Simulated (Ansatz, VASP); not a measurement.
Given: the input of a run of Ansatz 0.2.0 on Ta3N. The cell comes from a database or a generator and needn't be the stable form of this composition.

File input.yaml:

```yaml
crystal:
  lattice:
    - [3.0322239879, 0.0, 0.0]
    - [-1.516111994, 2.6259830035, 0.0]
    - [0.0, 0.0, 7.524137]
  atoms:
    - { symbol: Ta, position: [0.6666666667, 0.3333333333, 0.82607] }
    - { symbol: Ta, position: [0.3333333333, 0.6666666667, 0.17393] }
    - { symbol: Ta, position: [0.0, 0.0, 0.5] }
    - { symbol: "N", position: [0.0, 0.0, 0.0] }
hamiltonian:
  xc: blyp
  pseudopotentials: { kind: paw }
  dispersion: d4
kpoints:
  mp_grid: { grid: [7, 7, 3] }
scf:
  occupations: { method: fermi_dirac, width: 0.05 }
output:
  forces: true
  stress: true
  eigenvalues: true
relax:
  f_tol: 0.01
  max_steps: 40
  cell: { stress_tol: 0.05 }
```

Potentials or basis: Ansatz PAW.

Command:

```bash
$ ansatz run input.yaml --threads 2 --pin off --max-ram 5632MiB --backend cpu --events-out ev --progress --plain --runs-dir out
```

Set up the same calculation for VASP 6.6.1. Potentials or basis there: PBE PAW files N, Ta_pv, 600 eV.

As run (cutoffs and basis follow the program's own potentials, and thresholds, step limits or extra output files can differ):

The input INCAR:

```
PREC = Accurate
ENCUT = 600
EDIFF = 1E-6
ISMEAR = -1
SIGMA = 0.05
LREAL = F
LASPH = T
NELM = 100
ALGO = Fast
ISIF = 3
LWAVE = F
LCHARG = F
GGA = B5
ALDAX = 1.0
AGGAX = 1.0
AGGAC = 1.0
ALDAC = 0.0
IVDW = 13
VDW_S6 = 1.0
VDW_S8 = 2.34076671
VDW_A1 = 0.44488865
VDW_A2 = 4.0933009
IBRION = 2
NSW = 60
EDIFFG = -0.02
```

Contents of KPOINTS:

```
Automatic mesh
0
Gamma
  7 7 3
```

The input POSCAR:

```
Ta3N
1.0
    3.0322239879      0.0000000000      0.0000000000
   -1.5161119940      2.6259830035      0.0000000000
    0.0000000000      0.0000000000      7.5241370000
Ta N
3 1
Direct
    0.6666666667      0.3333333333      0.8260700000
    0.3333333333      0.6666666667      0.1739300000
    0.0000000000      0.0000000000      0.5000000000
    0.0000000000      0.0000000000      0.0000000000
```

Potentials or basis: VASP PAW PBE potentials, release 64 (Ta_pv, N).

The run is started by

```console
$ cat potpaw_PBE.64/Ta_pv/POTCAR potpaw_PBE.64/N/POTCAR > POTCAR
$ mpirun -np 1 vasp_std > vasp.out
```

Both were run:

|  | Ansatz | VASP |
| --- | --- | --- |
| Relaxed volume | 15.01 Å³/atom | 15.08 Å³/atom |
| Relaxed cell | a = 3.003 Å, b = 3.003 Å, c = 7.688 Å, α = 90.00°, β = 90.00°, γ = 120.00° | a = 3.007 Å, b = 3.007 Å, c = 7.706 Å, α = 90.00°, β = 90.00°, γ = 120.00° |
| Space group after relaxing | P-3m1 (No. 164) | P-3m1 (No. 164) |
| Pressure after relaxing | 0.0 GPa | 0.0 GPa |

Ansatz's pressure holds a Pulay term of +0.23 GPa for its cutoff of 420 eV, which the other run lacks.

The potentials hold 44 and 38 valence electrons a cell.

Ansatz's potentials were made for PBE. VASP's potentials were made for PBE.

Where Ansatz's input types no cutoff or centring, it takes its own default and a Γ-centred mesh.

Pressure is positive in compression.
